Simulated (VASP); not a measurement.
Input:

```yaml
crystal:
  lattice:
    - [-1.62500, 1.62500, 2.47500]
    - [1.62500, -1.62500, 2.47500]
    - [1.62500, 1.62500, -2.47500]
  atoms:
    - { symbol: In, position: [0.00000, 0.00000, 0.00000] }
```

The numbers are results of PBE GGA, VASP's PBE PAW potentials (set 64) (plane waves; VASP 6.6.1), not measurements. Run with 250 eV cut-off, 14×14×14 Γ-centred mesh, first-order Methfessel-Paxton smearing of 0.10 eV, potentials In_d.

At this cut-off the stress carries a Pulay error, which pulls relaxed volumes low. Unless said otherwise, spin-orbit coupling is left out, though it shifts the bands of the heavy elements here.

Question: Predict the energy per atom (σ→0), pressure, band gap (on the k-mesh) with the smallest direct gap where there is one.

Answer: 
The band gap (on the k-mesh) is none (metal, semimetal or under 0.01 eV), the energy per atom (σ→0) is -246.4 kJ/mol of atoms and the pressure is 1.75 GPa.

The absolute energy has meaning only against runs of the same code, potentials and settings.

The compound is In in the bct structure. The cell was not relaxed at this level. The run is one of a series of settings (ENCUT = 250 against the base run), some of them coarse on purpose.
